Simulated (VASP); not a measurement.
Computed with PBEsol GGA, VASP's PBE PAW potentials (set 64) (plane waves; VASP).

The input files of a VASP run:

KPOINTS:
```
Automatic mesh
0
Gamma
4 4 1
0 0 0
```

INCAR:
```
SYSTEM=KI(100) slab
PREC=Normal; ENCUT=400; LREAL=F
LASPH=T
EDIFF=1E-6; NELM=100; NELMIN=4
ALGO=Normal; LMAXMIX=4
ISMEAR=0; SIGMA=0.05
GGA=PS
LWAVE=F; LCHARG=F; LORBIT=11
LVHAR=T
DIPOL=0.5 0.5 0.5
LDIPOL=T; IDIPOL=3
```

POSCAR:
```
KI(100) slab
28.9316750
  0.1715595389   0.0000000000   0.0000000000
  0.0000000000   0.1715595389   0.0000000000
  0.0000000000   0.0000000000   0.9999999925
K I
4 4
Cartesian
  0.1715595389   0.0857797694   0.3193222388
  0.0857797694   0.0000000000   0.4391568932
  0.1715595389   0.0857797694   0.5608430993
  0.0857797694   0.0000000000   0.6806777537
  0.1715595389   0.0857797694   0.4390576914
  0.0857797694   0.1715595389   0.3172030136
  0.0000000000   0.0857797694   0.6827969789
  0.0857797694   0.1715595389   0.5609423011
```

POTCAR, in this order: K_sv I (PBE.64 set). Program: vasp_std. Read from the step before: WAVECAR.

Output

**OUTCAR**
```
 ion  position               nearest neighbor table
   1  0.000  0.500  0.319-   5 3.46   6 3.51   6 3.51   6 3.51   6 3.51
   2  0.500  0.000  0.439-   5 3.51   5 3.51   5 3.51   5 3.51   8 3.52   6 3.53
   3  0.000  0.500  0.561-   8 3.51   8 3.51   8 3.51   8 3.51   5 3.52   7 3.53
   4  0.500  0.000  0.681-   8 3.46   7 3.51   7 3.51   7 3.51   7 3.51
   5  0.000  0.500  0.439-   1 3.46   2 3.51   2 3.51   2 3.51   2 3.51   3 3.52
   6  0.500  0.000  0.317-   1 3.51   1 3.51   1 3.51   1 3.51   2 3.53
   7  0.000  0.500  0.683-   4 3.51   4 3.51   4 3.51   4 3.51   3 3.53
   8  0.500  0.000  0.561-   4 3.46   3 3.51   3 3.51   3 3.51   3 3.51   2 3.52
  LATTYP: Found a simple tetragonal cell.
 ALAT       =     4.9635048216
 C/A-ratio  =     5.8288801609
 Subroutine PRICEL returns:
 Original cell was already a primitive cell.
 Subroutine GETGRP returns: Found 16 space group operations
The static configuration has the point symmetry D_2d.
 The point group associated with its full space group is D_4h.
The dynamic configuration has the point symmetry D_2d.
 Subroutine INISYM returns: Found 16 space group operations
 Subroutine IBZKPT returns following result:
 Found      6 irreducible k-points:

 Following reciprocal coordinates:
            Coordinates               Weight
  0.000000  0.000000  0.000000      1.000000
  0.250000  0.000000  0.000000      4.000000
  0.500000  0.000000  0.000000      2.000000
  0.250000  0.250000  0.000000      4.000000
  0.500000  0.250000  0.000000      4.000000
  0.500000  0.500000  0.000000      1.000000
   k-points           NKPTS =      6   k-points in BZ     NKDIM =      6   number of bands    NBANDS=     38
   number of dos      NEDOS =    301   number of ions     NIONS =      8
   total plane-waves  NPLWV =  82944
   dimension x,y,z NGX =    24 NGY =   24 NGZ =  144
   dimension x,y,z NGXF=    48 NGYF=   48 NGZF=  288
   ions per type =               4   4
   PREC   = normal    normal or accurate (medium, high low for compatibility)
   ISTART =      1    job   : 0-new  1-cont  2-samecut
   ICHARG =      0    charge: 1-file 2-atom 10-const
   ISPIN  =      1    spin polarized calculation?
...
```

OSZICAR:
```
       N       E                     dE             d eps       ncg     rms          rms(c)
DAV:   1    -0.229674211537E+02   -0.22967E+02   -0.13714E-05   404   0.102E-02    0.281E-03
DAV:   2    -0.229674211841E+02   -0.30461E-07   -0.11518E-06   378   0.409E-03    0.158E-03
DAV:   3    -0.229674211540E+02    0.30144E-07   -0.14522E-07   324   0.160E-03    0.124E-03
DAV:   4    -0.229674211283E+02    0.25690E-07   -0.15720E-07   336   0.168E-03
   1 F= -.22967421E+02 E0= -.22967421E+02  d E =-.207486E-19
```

OUTCAR:
```
------------------------ aborting loop because EDIFF is reached ----------------------------------------
  FORCE on cell =-STRESS in cart. coord.  units (eV):
  Direction    XX          YY          ZZ          XY          YZ          ZX
  --------------------------------------------------------------------------------------
  Total       -0.6578957     -0.6578957     -0.1454329      0.0000000      0.0000000      0.0000000
  in kB       -1.4788262     -1.4788262     -0.3269060      0.0000000      0.0000000      0.0000000
  external PRESSURE =      -1.0948528 kB  Pullay stress =       0.0000000 kB
  volume of cell :      712.77
      direct lattice vectors                 reciprocal lattice vectors
     4.963504822  0.000000000  0.000000000     0.201470541  0.000000000  0.000000000
     0.000000000  4.963504822  0.000000000     0.000000000  0.201470541  0.000000000
     0.000000000  0.000000000 28.931674783     0.000000000  0.000000000  0.034564193
 POSITION                                       TOTAL-FORCE (eV/Angst)
 -----------------------------------------------------------------------------------
      0.00000      2.48175      9.23853         0.000000     -0.000000      0.016218
      2.48175      0.00000     12.70554         0.000000     -0.000000     -0.023182
      0.00000      2.48175     16.22613        -0.000000     -0.000000      0.023182
      2.48175      0.00000     19.69315        -0.000000     -0.000000     -0.016218
      0.00000      2.48175     12.70267        -0.000000      0.000000      0.028660
      2.48175      0.00000      9.17721         0.000000     -0.000000     -0.006653
      0.00000      2.48175     19.75446         0.000000     -0.000000      0.006653
      2.48175      0.00000     16.22900        -0.000000     -0.000000     -0.028660
 -----------------------------------------------------------------------------------
    total drift:                               -0.000000      0.000000      0.000000
  FREE ENERGIE OF THE ION-ELECTRON SYSTEM (eV)
  ---------------------------------------------------
  free  energy   TOTEN  =       -22.9674211283 eV

  energy  without entropy=      -22.9674211283  energy(sigma->0) =      -22.96742113

 total charge

# of ion       s       p       d       tot
------------------------------------------
    1        1.956   5.563   0.022   7.541
    2        1.957   5.564   0.024   7.544
    3        1.957   5.564   0.024   7.544
    4        1.956   5.563   0.022   7.541
    5        1.491   2.844   0.001   4.336
    6        1.491   2.838   0.001   4.329
    7        1.491   2.838   0.001   4.329
    8        1.491   2.844   0.001   4.336
--------------------------------------------------
tot         13.788  33.616   0.097  47.502
```
(Selected blocks of OUTCAR.)

**OUTCAR**
```
 val. band max:       -3.1089225736   @ k =   0.0000   0.0000   0.0000

 cond. band min:       0.8405595697   @ k =   0.0000   0.0000   0.0000


 Fermi energy:        -2.7939849991

 k-point     1 :       0.0000    0.0000    0.0000
  band No.  band energies     occupation
      1     -31.6250      2.00000
      2     -31.6250      2.00000
      3     -31.3839      2.00000
      4     -31.3824      2.00000
      5     -15.2362      2.00000
      6     -15.2347      2.00000
      7     -15.1667      2.00000
      8     -15.1667      2.00000
      9     -15.1667      2.00000
     10     -15.1667      2.00000
     11     -14.9934      2.00000
     12     -14.9663      2.00000
     13     -14.9567      2.00000
     14     -14.9567      2.00000
     15     -14.9465      2.00000
     16     -14.9465      2.00000
     17     -13.6245      2.00000
     18     -13.5382      2.00000
     19     -13.4190      2.00000
     20     -13.4077      2.00000
     21      -4.1162      2.00000
     22      -3.8719      2.00000
     23      -3.4915      2.00000
     24      -3.4457      2.00000
     25      -3.4457      2.00000
     26      -3.3124      2.00000
     27      -3.3124      2.00000
     28      -3.2155      2.00000
     29      -3.1636      2.00000
     30      -3.1636      2.00000
     31      -3.1089      2.00000
     32      -3.1089      2.00000
     33       0.8406      0.00000
     34       1.2357      0.00000
     35       1.7901      0.00000
     36       1.8734      0.00000
     37       2.0914      0.00000
     38       2.4256      0.00000

 k-point     2 :       0.2500    0.0000    0.0000
  band No.  band energies     occupation
      1     -31.6246      2.00000
      2     -31.6246      2.00000
      3     -31.3833      2.00000
      4     -31.3822      2.00000
      5     -15.2388      2.00000
      6     -15.2374      2.00000
      7     -15.2182      2.00000
      8     -15.2178      2.00000
      9     -15.1630      2.00000
     10     -15.1630      2.00000
...
```

Unless said otherwise, spin-orbit coupling is left out, though it shifts the bands of the heavy elements here.

The cell is a thin slab with vacuum, built from KI (rock salt): (100) face.
